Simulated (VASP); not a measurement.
Given:

```
AlNb
1.0
    0.00000     2.97257     2.97257
    2.97257     0.00000     2.97257
    2.97257     2.97257     0.00000
Nb Al
1 1
Direct
  0.00000   0.00000   0.00000
  0.25000   0.25000   0.25000
```

Method: PBE GGA, VASP's PBE PAW potentials (set 64) (plane waves; VASP). Settings: 400 eV cut-off, 12×12×12 Γ-centred mesh, tetrahedra with Blöchl corrections, potentials Nb_sv Al.

**Question.** Predict the energy per atom (σ→0), band gap (on the k-mesh) with the smallest direct gap where there is one.

**Answer.** 
| Property | Value |
|---|---|
| band gap (on the k-mesh) | none (metal, semimetal or under 0.01 eV) |
| energy per atom (σ→0) | -5.203 eV/atom |

The absolute energy has meaning only against runs of the same code, potentials and settings.

The structure was generated: NbAl was put into the zinc blende type (F-43m), which need not be its known phase. It was relaxed first, which changed the volume by -26 %.
